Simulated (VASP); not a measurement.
```xyz
2
Lattice="0.0000 3.2256 3.2256 3.2256 0.0000 3.2256 3.2256 3.2256 0.0000" Properties=species:S:1:pos:R:3 pbc="T T T"
Sc     0.0000     0.0000     0.0000
Al     1.6128     1.6128     1.6128
```

Level of theory: r2SCAN meta-GGA, VASP's PBE PAW potentials (set 64) (plane waves; VASP). Run with 400 eV cut-off, 11×11×11 Γ-centred mesh, tetrahedra with Blöchl corrections, potentials Sc_sv Al.

**Question.** Give the energies of bands 5 to 10 at the high-symmetry points, in eV from the Fermi level.

**Answer.** 
```csv
band,Γ,X,U,L,W
5,-6.30,-4.21,-4.26,-4.79,-4.20
6,-0.16,-1.95,-1.51,-2.02,-1.16
7,-0.16,0.47,-0.70,0.05,-0.93
8,-0.16,0.51,0.39,0.05,0.03
9,1.63,0.51,0.81,1.80,0.81
10,1.63,1.79,1.74,1.82,1.58
```

It has no gap at this level: it comes out as a metal or semimetal.

The structure was generated: ScAl was put into the zinc blende type (F-43m), which need not be its known phase. It was relaxed first, which changed the volume by -12 %.
